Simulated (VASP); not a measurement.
Consider the following.

```yaml
crystal:
  lattice:
    - [0.00000, 1.99920, 1.99920]
    - [1.99920, 0.00000, 1.99920]
    - [1.99920, 1.99920, 0.00000]
  atoms:
    - { symbol: Ag, position: [0.00000, 0.00000, 0.00000] }
```

The numbers are results of LDA (Ceperley-Alder, Perdew-Zunger), VASP's LDA PAW potentials (set 64) (plane waves; VASP), not measurements. Settings: 530 eV cut-off, 14×14×14 Γ-centred mesh, first-order Methfessel-Paxton smearing of 0.10 eV, potentials Ag.

Finite-difference elastic constants of metals are sensitive to mesh and smearing; shear constants can be off by tens of GPa.

Give the elastic stiffness tensor with the ions relaxed (GPa, in the frame of the cell).

```json
[
 {"": "xx", "xx": "187", "yy": "118", "zz": "118", "yz": "0.0", "xz": "0.0", "xy": "0.0"},
 {"": "yy", "xx": "118", "yy": "187", "zz": "118", "yz": "0.0", "xz": "0.0", "xy": "0.0"},
 {"": "zz", "xx": "118", "yy": "118", "zz": "187", "yz": "0.0", "xz": "0.0", "xy": "0.0"},
 {"": "yz", "xx": "0.0", "yy": "0.0", "zz": "0.0", "yz": "71.3", "xz": "0.0", "xy": "0.0"},
 {"": "xz", "xx": "0.0", "yy": "0.0", "zz": "0.0", "yz": "0.0", "xz": "71.3", "xy": "0.0"},
 {"": "xy", "xx": "0.0", "yy": "0.0", "zz": "0.0", "yz": "0.0", "xz": "0.0", "xy": "71.3"}
]
```

What does the run give for the Hill bulk modulus, Hill shear modulus, Young's modulus, Poisson's ratio?

```
Property               Value
------------------  --------
Hill bulk modulus    141 GPa
Hill shear modulus  53.5 GPa
Young's modulus      142 GPa
Poisson's ratio        0.332
```

The structure comes from a computed database's Ag entry (Fm-3m); how it stands against other phases isn't given here. It was relaxed first, which changed the volume by -8 %.
